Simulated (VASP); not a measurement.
PbTe (rock salt), at 1.04 of the tabulated volume:

```yaml
crystal:
  lattice:
    - [0.00000, 3.27251, 3.27251]
    - [3.27251, 0.00000, 3.27251]
    - [3.27251, 3.27251, 0.00000]
  atoms:
    - { symbol: Te, position: [0.50000, 0.50000, 0.50000] }
    - { symbol: Pb, position: [0.00000, 0.00000, 0.00000] }
```

The highest filled band near L, direction along the valley's axis, from mBJ (TB09) with spin-orbit coupling in VASP (PAW); its two spin partners are averaged. The gap over the points computed is 0.38 eV, and the next band on that side lies 0.77 eV away at the edge.

Run with 400 eV cut-off, 8×8×8 Γ-centred mesh, Gaussian smearing of 0.050 eV, potentials Te Pb_d.

| distance from the edge in k (1/Å) | distance in energy (meV) |
|---|---|
| 0.025 | 4.3 |
| 0.035 | 8.3 |
| 0.050 | 16.6 |
| 0.070 | 31.3 |

**Question.** Fit E(1 + αE) = ħ²k²/2m* (ħ²/2m0 = 3.810 eV Å²) and predict the row at 0.095 1/Å.

**Answer.** Least squares on the energies gives the hole mass m* = 0.549 m0 and α = 2.78 per eV, and so 54.4 meV. The run gave 54.6 meV, +0.2 meV from the fit.

Left out are points under 3 meV from the edge, since the levels carry 0.1 meV, and points farther than half the way to the next band.

The compound is PbTe in the rock salt structure. The cell was not relaxed at this level.
